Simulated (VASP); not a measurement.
Input for VASP

POSCAR:
```
Tc
1
    2.4982060747     0.0000000000     0.0000000000
    0.0000000000     2.4982060747     0.0000000000
    0.0000000000     0.0000000000     2.4982060747
Tc
1
Direct
  0.0000000000   0.0000000000   0.0000000000
```

**INCAR**
```
SYSTEM = Tc
PREC = Accurate; ENCUT = 400; LREAL = .FALSE.
LASPH = .TRUE.
EDIFF = 1E-7; NELM = 100; ALGO = Normal
LMAXMIX = 4
ISMEAR = -5
GGA = PS
ISIF = 2
LWAVE = .FALSE.; LCHARG = .TRUE.; LORBIT = 11
NEDOS = 601
```

### KPOINTS
```
K-points
0
gamma
  16 16 16
```

POTCAR, in this order: Tc_pv (PBE.64 set). Program: vasp_std.

Problem. Translate this PBEsol calculation to Quantum ESPRESSO's pw.x.

Solution. One equivalent input (not run):
```
&CONTROL
  calculation = 'scf'
  pseudo_dir = './pseudo'
  outdir = './out'
  tprnfor = .true.
  tstress = .true.
/
&SYSTEM
  ibrav = 0
  nat = 1
  ntyp = 1
  ecutwfc = 84
  occupations = 'tetrahedra'
  input_dft = 'pbesol'
/
&ELECTRONS
  conv_thr = 7.3e-09
  electron_maxstep = 100
/
ATOMIC_SPECIES
  Tc 97.907 Tc.upf
CELL_PARAMETERS angstrom
     2.4982061    0.0000000    0.0000000
     0.0000000    2.4982061    0.0000000
     0.0000000    0.0000000    2.4982061
ATOMIC_POSITIONS crystal
  Tc   0.0000000  0.0000000  0.0000000
K_POINTS automatic
  16 16 16 0 0 0
```
The two are equivalent in intent, not identical: the potentials are each code's own (VASP's PAW set, PseudoDojo norm-conserving files in pw.x), so ENCUT and ecutwfc are chosen apart and not converted; conv_thr bounds pw.x's estimated SCF error, while EDIFF bounds the energy change between steps.

The structure was generated: Tc was put into the simple-cubic type (Pm-3m), which need not be its known phase. It was relaxed first.
